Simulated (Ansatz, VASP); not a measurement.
**Cross-check of PmTe between VASP and Ansatz**

Wanted: the spread between two codes on one cell, functional and k mesh. The cell is invented: As first built, before any earlier steps moved the atoms: it takes the PmS structure with some of its atoms replaced by other elements, volume scaled by an estimate. It may not be a known or stable phase. The cell comes out of the VASP series on this material, whose earlier steps may have relaxed, scaled or displaced it; both programs get it as it stands.

Main program and level: Ansatz 0.2.0; plane waves, with VASP 6.6.1 beside it; band structure at PBE, band structure at PBEsol and band structure at r2SCAN.

In doubt: a part-filled 4f shell, where there is one, can sit in one of many states, so energies may not be the lowest and differences between runs may mislead; derivatives with an open 4f shell can jump between states, which bears on forces and vibrations.

### 1. Starting point

The structure is cubic, space group Fm-3m (No. 225). The conventional cell has a = 6.455 Å, b = 6.455 Å, c = 6.455 Å, α = 90.00°, β = 90.00°, γ = 90.00°. Nearest to Pm lie 6 Te at 3.23 Å. Nearest to Te lie 6 Pm at 3.23 Å. As first built, before any earlier steps moved the atoms: sites of the PmS structure (space group 225) filled with other elements, volume scaled by an estimate. Farther neighbours and most contacts between anions are not listed.

Coordinates:

```cif
data_structure
_symmetry_space_group_name_H-M 'P 1'
_symmetry_Int_Tables_number 1
_cell_length_a 4.5644
_cell_length_b 4.5644
_cell_length_c 4.5644
_cell_angle_alpha 60.000
_cell_angle_beta 60.000
_cell_angle_gamma 60.000
_cell_volume 67.24
loop_
_atom_site_label
_atom_site_type_symbol
_atom_site_fract_x
_atom_site_fract_y
_atom_site_fract_z
_atom_site_occupancy
Pm1 Pm 0.00000 0.00000 0.00000 1
Te2 Te 0.50000 0.50000 0.50000 1
```

### 2. VASP: band structure, PBE

The same path points are solved in both programs, so levels can be compared one by one.

Lines of VASP's logs that name or quote its potential files are left out, and so is its time.

INCAR reads:

```
SYSTEM = PmTe
PREC = Accurate
ENCUT = 450
EDIFF = 1E-06
NELM = 100
ISMEAR = 0
SIGMA = 0.02
LREAL = .FALSE.
ALGO = Normal
GGA = PE
ISPIN = 2
MAGMOM = 4 0
LMAXMIX = 6
LORBIT = 11
LWAVE = .FALSE.
LCHARG = .FALSE.
KPAR = 4
```

POSCAR reads:

```
PmTe
1.0
    0.0000000000      3.2275217430      3.2275217430
    3.2275217430      0.0000000000      3.2275217430
    3.2275217430      3.2275217430      0.0000000000
Pm Te
1 1
Direct
    0.0000000000      0.0000000000      0.0000000000
    0.5000000000      0.5000000000      0.5000000000
```

KPOINTS reads:

```
Automatic mesh
0
Gamma
4 4 4
0 0 0
```

KPOINTS_OPT reads:

```
Line mode
16
Line-mode
Reciprocal
  0.00000000   0.00000000   0.00000000 GAMMA
  0.50000000   0.00000000   0.50000000 X

  0.50000000   0.00000000   0.50000000 X
  0.50000000   0.25000000   0.75000000 W

  0.50000000   0.25000000   0.75000000 W
  0.37500000   0.37500000   0.75000000 K

  0.37500000   0.37500000   0.75000000 K
  0.00000000   0.00000000   0.00000000 GAMMA

  0.00000000   0.00000000   0.00000000 GAMMA
  0.50000000   0.50000000   0.50000000 L

  0.50000000   0.50000000   0.50000000 L
  0.62500000   0.25000000   0.62500000 U

  0.62500000   0.25000000   0.62500000 U
  0.50000000   0.25000000   0.75000000 W

  0.50000000   0.25000000   0.75000000 W
  0.50000000   0.50000000   0.50000000 L

  0.50000000   0.50000000   0.50000000 L
  0.37500000   0.37500000   0.75000000 K

  0.62500000   0.25000000   0.62500000 U
  0.50000000   0.00000000   0.50000000 X
```

Potentials, in the order of the species: Pm and Te (PBE family, release 64).

On the command line:

```bash
mpirun -np 4 vasp_std
```

Numbers of over 12 decimals in the logs are rounded to 6 here.

What it wrote:

```text
[banner, memory and clock lines left out]
running    4 mpi-ranks, on    1 nodes
 distrk:  each k-point on    1 cores,    4 groups
 distr:  one band on    1 cores,    1 groups

 POSCAR found type information on POSCAR PmTe
 POSCAR found :  2 types and       2 ions
 LDA part: xc-table for (Slater+PW92), standard interpolation
 POSCAR, INCAR and KPOINTS ok, starting setup
 FFT: planning ... GRIDC
 FFT: planning ... GRID_SOFT
 FFT: planning ... GRID
 WAVECAR not read
 entering main loop
       N       E                     dE             d eps       ncg     rms          rms(c)
DAV:   1     0.163696016184E+03    0.16370E+03   -0.76562E+03   512   0.149E+03
DAV:   2     0.708388002242E+01   -0.15661E+03   -0.14990E+03   656   0.252E+02
DAV:   3    -0.117195989333E+02   -0.18803E+02   -0.18638E+02   784   0.111E+02
DAV:   4    -0.123760470182E+02   -0.65645E+00   -0.64425E+00   832   0.201E+01
DAV:   5    -0.124131490645E+02   -0.37102E-01   -0.37080E-01   744   0.346E+00    0.280E+01
DAV:   6    -0.149885601478E+02   -0.25754E+01   -0.51743E+00   728   0.268E+01    0.140E+01
DAV:   7    -0.142938517924E+02    0.69471E+00   -0.75590E+00   760   0.285E+01    0.139E+01
DAV:   8    -0.140060401553E+02    0.28781E+00   -0.42692E+00   800   0.168E+01    0.714E+00
DAV:   9    -0.139893097035E+02    0.16730E-01   -0.67151E-01   800   0.799E+00    0.251E+00
DAV:  10    -0.140031820265E+02   -0.13872E-01   -0.18107E-01   824   0.420E+00    0.629E-01
DAV:  11    -0.140062801365E+02   -0.30981E-02   -0.27474E-02   800   0.133E+00    0.361E-01
DAV:  12    -0.140072249637E+02   -0.94483E-03   -0.30685E-03   824   0.569E-01    0.182E-01
DAV:  13    -0.140070710713E+02    0.15389E-03   -0.30196E-04   752   0.159E-01    0.109E-01
DAV:  14    -0.140070934064E+02   -0.22335E-04   -0.85656E-04   784   0.187E-01    0.550E-02
DAV:  15    -0.140071352098E+02   -0.41803E-04   -0.64347E-05   768   0.899E-02    0.302E-02
DAV:  16    -0.140071370209E+02   -0.18111E-05   -0.40756E-05   784   0.360E-02    0.130E-02
DAV:  17    -0.140071386590E+02   -0.16381E-05   -0.49686E-06   632   0.283E-02    0.556E-03
DAV:  18    -0.140071370236E+02    0.16353E-05   -0.45677E-07   464   0.798E-03    0.265E-03
DAV:  19    -0.140071361567E+02    0.86695E-06   -0.19624E-07   448   0.606E-03
   1 F= -.14007136E+02 E0= -.14005242E+02  d E =-.378825E-02  mag=     4.9063
 Start KPOINTS_OPT (optional k-point list driver)
k-point batch [1-8\160]
       N       E                     dE             ncg
DAV:   1     0.714792681833E+03   -0.32819E+02      512
DAV:   2    -0.544009870366E+03   -0.12588E+04      648
DAV:   3    -0.695880390029E+03   -0.15187E+03      832
DAV:   4    -0.703063470650E+03   -0.71831E+01      808
DAV:   5    -0.703513650845E+03   -0.45018E+00      784
DAV:   6    -0.703548627563E+03   -0.34977E-01      800
DAV:   7    -0.703549703658E+03   -0.10761E-02      768
DAV:   8    -0.703549779755E+03   -0.76097E-04      800
DAV:   9    -0.703549783008E+03   -0.32526E-05      696
DAV:  10    -0.703549783118E+03   -0.11057E-06      496
[...]
k-point batch [153-160\160]
       N       E                     dE             ncg
DAV:   1     0.550503563833E+03   -0.43270E+04      512
DAV:   2    -0.591764572119E+03   -0.11423E+04      712
DAV:   3    -0.727603523314E+03   -0.13584E+03      712
DAV:   4    -0.734102397224E+03   -0.64989E+01      840
DAV:   5    -0.734404655978E+03   -0.30226E+00      728
DAV:   6    -0.734450262619E+03   -0.45607E-01      848
DAV:   7    -0.734466233403E+03   -0.15971E-01      712
DAV:   8    -0.734468621252E+03   -0.23878E-02      816
DAV:   9    -0.734469653182E+03   -0.10319E-02      432
DAV:  10    -0.734469704428E+03   -0.51246E-04      408
DAV:  11    -0.734469713053E+03   -0.86256E-05      368
DAV:  12    -0.734469713496E+03   -0.44296E-06      400
```

Parts of OUTCAR (step 2):

```text
ion  position               nearest neighbor table
   1  0.000  0.000  0.000-   2 3.23   2 3.23   2 3.23   2 3.23   2 3.23   2 3.23
   2  0.500  0.500  0.500-   1 3.23   1 3.23   1 3.23   1 3.23   1 3.23   1 3.23

  LATTYP: Found a face centered cubic cell.
 ALAT       =     6.4550434860

 Subroutine GETGRP returns: Found 48 space group operations
 (whereof 48 operations were pure point group operations)

The static configuration has the point symmetry O_h .

 Found      8 irreducible k-points:

   k-points           NKPTS =      8   k-points in BZ     NKDIM =      8   number of bands    NBANDS=     16

   dimension x,y,z NGX =    32 NGY =   32 NGZ =   32
   dimension x,y,z NGXF=    64 NGYF=   64 NGZF=   64

   ENCUT  =  450.0 eV  33.07 Ry    5.75 a.u.   7.89  7.89  7.89*2*pi/ulx,y,z

   NELECT =      21.0000    total number of electrons

 k-points in reciprocal lattice and weights: Automatic mesh
   0.00000000  0.00000000  0.00000000       0.016
   0.25000000  0.00000000  0.00000000       0.125
   0.50000000  0.00000000  0.00000000       0.062
   0.25000000  0.25000000  0.00000000       0.094
   0.50000000  0.25000000  0.00000000       0.375
  -0.25000000  0.25000000  0.00000000       0.188
   0.50000000  0.50000000  0.00000000       0.047
  -0.25000000  0.50000000  0.25000000       0.094

 average (electrostatic) potential at core
       1 -75.7619       2 -88.1230

 E-fermi :   6.5519

 spin component 1
 k-point     1 :       0.0000    0.0000    0.0000
  band No.  band energies     occupation
    ...
      8       4.5817      1.00000
      9       6.3266      1.00000
     10       6.3266      1.00000
     11       6.3266      1.00000
     12       6.5504      0.54294
     13       7.0059      0.00000
     14       7.0059      0.00000
     15       7.0059      0.00000
     16       7.1315      0.00000

 k-point     2 :       0.2500    0.0000    0.0000
  band No.  band energies     occupation
    ...
      8       3.7890      1.00000
      9       6.2507      1.00000
     10       6.2507      1.00000
     11       6.3292      1.00000
     12       6.4137      1.00000
     13       6.6022      0.00019
     14       6.6022      0.00019
     15       6.6570      0.00000
     16       7.7276      0.00000

 k-point     3 :       0.5000    0.0000    0.0000
  band No.  band energies     occupation
    ...
     10       6.2160      1.00000
     11       6.3317      1.00000
     12       6.4155      1.00000
     13       6.5423      0.75138
     14       6.5424      0.75136
     15       6.6766      0.00000
     16       9.0246      0.00000

 k-point     4 :       0.2500    0.2500    0.0000
  band No.  band energies     occupation
    ...
      8       4.1427      1.00000
      9       6.0878      1.00000
     10       6.2726      1.00000
     11       6.3017      1.00000
     12       6.3017      1.00000
     13       6.5565      0.37248
     14       6.7136      0.00000
     15       6.7136      0.00000
     16       6.7417      0.00000

 k-point     5 :       0.5000    0.2500    0.0000
  band No.  band energies     occupation
    ...
      9       6.1632      1.00000
     10       6.2316      1.00000
     11       6.3306      1.00000
     12       6.4211      1.00000
     13       6.5137      0.99657
     14       6.5768      0.03961
     15       6.6835      0.00000
     16       7.2758      0.00000

 k-point     6 :      -0.2500    0.2500    0.0000
  band No.  band energies     occupation
    ...
     10       6.2333      1.00000
     11       6.3262      1.00000
     12       6.4370      1.00000
     13       6.5356      0.87606
     14       6.5517      0.50808
     15       6.6804      0.00000
     16       8.4470      0.00000

  Total       -0.0352187     -0.0352187     -0.0352187     -0.0000000      0.0000000      0.0000000
  in kB       -0.8391628     -0.8391628     -0.8391628     -0.0000000      0.0000000      0.0000000
  external PRESSURE =      -0.8391628 kB  Pullay stress =       0.0000000 kB

  energy-cutoff  :      450.00
  volume of cell :       67.24
      direct lattice vectors                 reciprocal lattice vectors
     0.000000000  3.227521743  3.227521743    -0.154917624  0.154917624  0.154917624
     3.227521743  0.000000000  3.227521743     0.154917624 -0.154917624  0.154917624
     3.227521743  3.227521743  0.000000000     0.154917624  0.154917624 -0.154917624

 POSITION                                       TOTAL-FORCE (eV/Angst)
 -----------------------------------------------------------------------------------
      0.00000      0.00000      0.00000         0.000000      0.000000     -0.000000
      3.22752      3.22752      3.22752        -0.000000     -0.000000      0.000000
 -----------------------------------------------------------------------------------
    total drift:                                0.000000     -0.000000     -0.000000

  FREE ENERGIE OF THE ION-ELECTRON SYSTEM (eV)
  ---------------------------------------------------
  free  energy   TOTEN  =       -14.0071361567 eV

  energy  without entropy=      -14.0033479026  energy(sigma->0) =      -14.00524203

 total charge
# of ion       s       p       d       f       tot
--------------------------------------------------
    1        1.998   5.546   0.345   4.530  12.419
    2        1.338   2.135   0.021   0.000   3.493
--------------------------------------------------
tot          3.336   7.681   0.366   4.530  15.913

 magnetization (x)
# of ion       s       p       d       f       tot
--------------------------------------------------
    1       -0.018   0.003   0.083   4.495   4.564
    2       -0.007  -0.066   0.012   0.000  -0.062
--------------------------------------------------
tot         -0.025  -0.063   0.095   4.495   4.502

[... 6 further parts left out ...]
```

Without U or exact exchange the f electrons of Pm come out too delocalised, which can shrink the cell and pin f bands at the Fermi level.

[end of part 1 of 3]

[Lines on the potential files, build, host, timing and source positions are cut from VASP's logs without a mark.]

[Logs are printed without paths, hosts, clocks, repeated set-up lines and the standing remarks that a program may print on its own settings, such as how far it seeks lower states.]

[Hosts, paths, dates, database ids (printed as entryN), source tags and the programs' standing remarks are cut or masked in the printed files.]
